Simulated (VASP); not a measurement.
Calculation: LDA (Ceperley-Alder, Perdew-Zunger) with spin-orbit coupling, VASP's LDA PAW potentials (set 64) (plane waves; VASP 6.6.1).

A VASP calculation is set up with these files.

File POSCAR:
```
CsPbBr3
1.0
  5.7790495137   0.0000000000   0.0000000000
  0.0000000000   5.7790495137   0.0000000000
  0.0000000000   0.0000000000   5.7790495137
Cs Pb Br
1 1 3
Cartesian
  0.0000000000   0.0000000000   0.0000000000
  2.8895247569   2.8895247569   2.8895247569
  2.8895247569   0.0000000000   2.8895247569
  0.0000000000   2.8895247569   2.8895247569
  2.8895247569   2.8895247569   0.0000000000
```

KPOINTS_OPT:
```
k-points along high-symmetry lines
8
Line-mode
Reciprocal
  0.000000   0.000000   0.000000 ! GAMMA
  0.000000   0.500000   0.000000 ! X

  0.000000   0.500000   0.000000 ! X
  0.500000   0.500000   0.000000 ! M

  0.500000   0.500000   0.000000 ! M
  0.000000   0.000000   0.000000 ! GAMMA

  0.000000   0.000000   0.000000 ! GAMMA
  0.500000   0.500000   0.500000 ! R

  0.500000   0.500000   0.500000 ! R
  0.000000   0.500000   0.000000 ! X

  0.500000   0.500000   0.500000 ! R
  0.500000   0.500000   0.000000 ! M
```

INCAR:
```
SYSTEM = CsPbBr3
PREC = Accurate
ENCUT = 400
EDIFF = 1E-6
NELM = 100
ALGO = Normal
LREAL = .FALSE.
LASPH = .TRUE.
ISMEAR = 0
SIGMA = 0.05
LMAXMIX = 4
LWAVE = .FALSE.
LCHARG = .FALSE.
LSORBIT = .TRUE.
MAGMOM = 0 0 0 0 0 0 0 0 0 0 0 0 0 0 0
GGA_COMPAT = .FALSE.
```

KPOINTS:
```
Automatic mesh
0
Gamma
4 4 4
0 0 0
```

POTCAR, in this order: Cs_sv Pb_d Br (LDA.64 set). Program: vasp_ncl.

Output of the run:

File OUTCAR:
```
 ion  position               nearest neighbor table
   1  0.000  0.000  0.000-
   2  0.500  0.500  0.500-   3 2.89   4 2.89   5 2.89   5 2.89   3 2.89   4 2.89
   3  0.500  0.000  0.500-   2 2.89   2 2.89
   4  0.000  0.500  0.500-   2 2.89   2 2.89
   5  0.500  0.500  0.000-   2 2.89   2 2.89
  LATTYP: Found a simple cubic cell.
 ALAT       =     5.7790495137
 Subroutine PRICEL returns:
 Original cell was already a primitive cell.
 Subroutine GETGRP returns: Found 48 space group operations
The static configuration has the point symmetry O_h .
The dynamic configuration has the point symmetry O_h .
The overall configuration has the point symmetry O_h .
 Subroutine INISYM returns: Found 48 space group operations
 Subroutine IBZKPT returns following result:
 Found     10 irreducible k-points:

 Following reciprocal coordinates:
            Coordinates               Weight
  0.000000  0.000000  0.000000      1.000000
  0.250000  0.000000  0.000000      6.000000
  0.500000  0.000000  0.000000      3.000000
  0.250000  0.250000  0.000000     12.000000
  0.500000  0.250000  0.000000     12.000000
  0.500000  0.500000  0.000000      3.000000
  0.250000  0.250000  0.250000      8.000000
  0.500000  0.250000  0.250000     12.000000
  0.500000  0.500000  0.250000      6.000000
  0.500000  0.500000  0.500000      1.000000
   k-points           NKPTS =     10   k-points in BZ     NKDIM =     10   number of bands    NBANDS=     52
   number of dos      NEDOS =    301   number of ions     NIONS =      5
   total plane-waves  NPLWV =  64000
   dimension x,y,z NGX =    40 NGY =   40 NGZ =   40
   dimension x,y,z NGXF=    80 NGYF=   80 NGZF=   80
   ions per type =               1   1   3
   PREC   = accura    normal or accurate (medium, high low for compatibility)
   ISTART =      0    job   : 0-new  1-cont  2-samecut
   ICHARG =      2    charge: 1-file 2-atom 10-const
   ISPIN  =      1    spin polarized calculation?
...
```

File OSZICAR:
```
       N       E                     dE             d eps       ncg     rms          rms(c)
DAV:   1     0.375325219222E+03    0.37533E+03   -0.16425E+04  1040   0.124E+03
DAV:   2     0.326739567660E+02   -0.34265E+03   -0.33334E+03  1248   0.319E+02
DAV:   3    -0.166830280424E+02   -0.49357E+02   -0.49070E+02  1320   0.144E+02
DAV:   4    -0.187949202302E+02   -0.21119E+01   -0.21006E+01  1292   0.384E+01
DAV:   5    -0.188912781697E+02   -0.96358E-01   -0.96314E-01  1396   0.688E+00    0.471E+00
DAV:   6    -0.184703854352E+02    0.42089E+00   -0.77602E-01  1484   0.922E+00    0.283E+00
DAV:   7    -0.184252212936E+02    0.45164E-01   -0.39089E-01  1616   0.466E+00    0.125E+00
DAV:   8    -0.184243394800E+02    0.88181E-03   -0.34617E-02  1404   0.146E+00    0.644E-01
DAV:   9    -0.184237123349E+02    0.62715E-03   -0.87949E-03  1504   0.952E-01    0.102E-01
DAV:  10    -0.184233521566E+02    0.36018E-03   -0.24944E-03  1540   0.509E-01    0.523E-02
DAV:  11    -0.184233665211E+02   -0.14365E-04   -0.25389E-04  1336   0.115E-01    0.141E-02
DAV:  12    -0.184233648405E+02    0.16805E-05   -0.43481E-05  1480   0.416E-02    0.813E-03
DAV:  13    -0.184233643525E+02    0.48800E-06   -0.40348E-06  1256   0.244E-02
   1 F= -.18423364E+02 E0= -.18423135E+02  d E =-.457723E-03  mag=    -0.0000    -0.0000    -0.0000
       N       E                     dE             ncg
       N       E                     dE             ncg
       N       E                     dE             ncg
       N       E                     dE             ncg
       N       E                     dE             ncg
```

OUTCAR:
```
------------------------ aborting loop because EDIFF is reached ----------------------------------------
  FORCE on cell =-STRESS in cart. coord.  units (eV):
  Direction    XX          YY          ZZ          XY          YZ          ZX
  --------------------------------------------------------------------------------------
  Total       -0.0566539     -0.0566539     -0.0566539      0.0000000      0.0000000      0.0000000
  in kB       -0.4702961     -0.4702961     -0.4702961      0.0000000      0.0000000      0.0000000
  external PRESSURE =      -0.4702961 kB  Pullay stress =       0.0000000 kB
  volume of cell :      193.01
      direct lattice vectors                 reciprocal lattice vectors
     5.779049514  0.000000000  0.000000000     0.173038836  0.000000000  0.000000000
     0.000000000  5.779049514  0.000000000     0.000000000  0.173038836  0.000000000
     0.000000000  0.000000000  5.779049514     0.000000000  0.000000000  0.173038836
 POSITION                                       TOTAL-FORCE (eV/Angst)
 -----------------------------------------------------------------------------------
      0.00000      0.00000      0.00000         0.000000      0.000000      0.000000
      2.88952      2.88952      2.88952         0.000000      0.000000      0.000000
      2.88952      0.00000      2.88952         0.000000      0.000000      0.000000
      0.00000      2.88952      2.88952         0.000000      0.000000      0.000000
      2.88952      2.88952      0.00000         0.000000      0.000000      0.000000
 -----------------------------------------------------------------------------------
    total drift:                                0.000000      0.000000      0.000000
  FREE ENERGIE OF THE ION-ELECTRON SYSTEM (eV)
  ---------------------------------------------------
  free  energy   TOTEN  =       -18.4233643525 eV

  energy  without entropy=      -18.4229066294  energy(sigma->0) =      -18.42313549

 Ion:    1  E_soc:     -0.2945818

 Ion:    2  E_soc:     -0.7966403

 Ion:    3  E_soc:     -0.0629397

 Ion:    4  E_soc:     -0.0629397

 Ion:    5  E_soc:     -0.0629397
```
(Selected blocks of OUTCAR.)

**OUTCAR**
```
 val. band max:        1.7707405851   @ k =   0.5000   0.5000   0.5000

 cond. band min:       1.8516981666   @ k =   0.5000   0.5000   0.5000


 Fermi energy:         1.8112193756

 k-point     1 :       0.0000    0.0000    0.0000
  band No.  band energies     occupation
      1     -19.9031      1.00000
      2     -19.9031      1.00000
      3     -16.6434      1.00000
      4     -16.6434      1.00000
      5     -16.6434      1.00000
      6     -16.6434      1.00000
      7     -14.2727      1.00000
      8     -14.2727      1.00000
      9     -14.2727      1.00000
     10     -14.2727      1.00000
     11     -14.0227      1.00000
     12     -14.0227      1.00000
     13     -13.5404      1.00000
     14     -13.5404      1.00000
     15     -12.5960      1.00000
     16     -12.5960      1.00000
     17     -12.5960      1.00000
     18     -12.5960      1.00000
     19      -7.7814      1.00000
     20      -7.7814      1.00000
     21      -6.2198      1.00000
     22      -6.2198      1.00000
     23      -6.2198      1.00000
     24      -6.2198      1.00000
     25      -5.4222      1.00000
     26      -5.4222      1.00000
     27      -3.3343      1.00000
     28      -3.3343      1.00000
     29      -3.0569      1.00000
     30      -3.0569      1.00000
     31      -3.0569      1.00000
     32      -3.0569      1.00000
     33      -0.9823      1.00000
     34      -0.9823      1.00000
     35      -0.8534      1.00000
     36      -0.8534      1.00000
     37      -0.8534      1.00000
     38      -0.8534      1.00000
     39      -0.6257      1.00000
     40      -0.6257      1.00000
     41      -0.4574      1.00000
     42      -0.4574      1.00000
     43      -0.4574      1.00000
     44      -0.4574      1.00000
     45       4.1370      0.00000
     46       4.1370      0.00000
     47       5.2273      0.00000
     48       5.2273      0.00000
     49       5.2273      0.00000
     50       5.2273      0.00000
     51       6.0519      0.00000
...
```

The compound is CsPbBr3 in the cubic perovskite structure, the ideal cubic form; the compound distorts at low or room temperature. It was relaxed first.
